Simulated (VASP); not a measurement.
Calculation: optB88-vdW, VASP's PBE PAW potentials (set 64) (plane waves; VASP).

VASP ran on this input.

### INCAR
```
AGGAC=0.0
ALGO=Normal
EDIFF=1E-6
EDIFFG=-0.02
ENCUT=520
GGA=BO
IBRION=2
ISIF=3
ISMEAR=0
LASPH=.TRUE.
LCHARG=.FALSE.
LMAXMIX=4
LREAL=.FALSE.
LUSE_VDW=.TRUE.
LWAVE=.FALSE.
NELM=100
NSW=60
PARAM1=0.1833333333
PARAM2=0.22
PREC=Accurate
SIGMA=0.05
SYSTEM=ZnO
```

File KPOINTS:
```
Automatic mesh
0
Gamma
7 7 4
0 0 0
```

**POSCAR**
```
ZnO
1.0
  1.6335836130  -2.8294502606   0.0000000000
  1.6335836130   2.8294502606   0.0000000000
  0.0000000000   0.0000000000   5.2871484942
Zn O
2 2
direct
  0.6666670000   0.3333330000   0.5018532842
  0.3333330000   0.6666670000   0.0018532842
  0.6666670000   0.3333330000   0.8801467158
  0.3333330000   0.6666670000   0.3801467158
```

POTCAR, in this order: Zn O (PBE.64 set). Program: vasp_std.

Output of the run:

**OSZICAR**
```
       N       E                     dE             d eps       ncg     rms          rms(c)
DAV:   1     0.299962770280E+03    0.29996E+03   -0.19089E+04  1056   0.238E+03
DAV:   2     0.190632500900E+02   -0.28090E+03   -0.27122E+03  1128   0.439E+02
DAV:   3    -0.116031634809E+02   -0.30666E+02   -0.30438E+02  1266   0.155E+02
DAV:   4    -0.121697111918E+02   -0.56655E+00   -0.56623E+00  1128   0.226E+01
DAV:   5    -0.121738633125E+02   -0.41521E-02   -0.41520E-02  1230   0.185E+00    0.150E+01
DAV:   6    -0.848026835394E+01    0.36936E+01   -0.13320E+01  1756   0.757E+01    0.877E+00
DAV:   7    -0.866188834876E+01   -0.18162E+00   -0.28962E+00  1138   0.206E+01    0.529E+00
DAV:   8    -0.868627165057E+01   -0.24383E-01   -0.94538E-01  1446   0.946E+00    0.192E+00
DAV:   9    -0.861492607323E+01    0.71346E-01   -0.22392E-01  1610   0.879E+00    0.340E-01
DAV:  10    -0.861882839221E+01   -0.39023E-02   -0.56299E-02  1056   0.191E+00    0.111E-01
DAV:  11    -0.861884308912E+01   -0.14697E-04   -0.84877E-04  1330   0.575E-01    0.534E-02
DAV:  12    -0.861883384208E+01    0.92470E-05   -0.26563E-04  1570   0.446E-01    0.116E-02
DAV:  13    -0.861884341797E+01   -0.95759E-05   -0.62741E-05  1420   0.107E-01    0.169E-02
DAV:  14    -0.861884027919E+01    0.31388E-05   -0.10849E-05  1074   0.329E-02    0.705E-03
DAV:  15    -0.861883966040E+01    0.61879E-06   -0.36054E-06  1024   0.159E-02
   1 F= -.86188397E+01 E0= -.86188397E+01  d E =-.861884E+01
```

**OUTCAR**
```
------------------------ aborting loop because EDIFF is reached ----------------------------------------
  FORCE on cell =-STRESS in cart. coord.  units (eV):
  Direction    XX          YY          ZZ          XY          YZ          ZX
  --------------------------------------------------------------------------------------
  Total       -0.0020669     -0.0020669     -0.0220802     -0.0000000      0.0000000     -0.0000000
  in kB       -0.0677550     -0.0677550     -0.7237996     -0.0000000      0.0000000     -0.0000000
  external PRESSURE =      -0.2864365 kB  Pullay stress =       0.0000000 kB
  volume of cell :       48.88
      direct lattice vectors                 reciprocal lattice vectors
     1.633583613 -2.829450261  0.000000000     0.306075548 -0.176712772  0.000000000
     1.633583613  2.829450261  0.000000000     0.306075548  0.176712772  0.000000000
     0.000000000  0.000000000  5.287148494     0.000000000  0.000000000  0.189137869
  FREE ENERGIE OF THE ION-ELECTRON SYSTEM (eV)
  ---------------------------------------------------
  free  energy   TOTEN  =        -8.6188396604 eV

  energy  without entropy=       -8.6188396604  energy(sigma->0) =       -8.61883966

 reached required accuracy - stopping structural energy minimisation
```
(Selected blocks of OUTCAR.)

The compound is ZnO in the wurtzite structure. It was relaxed first. The start is the result of an earlier pass.
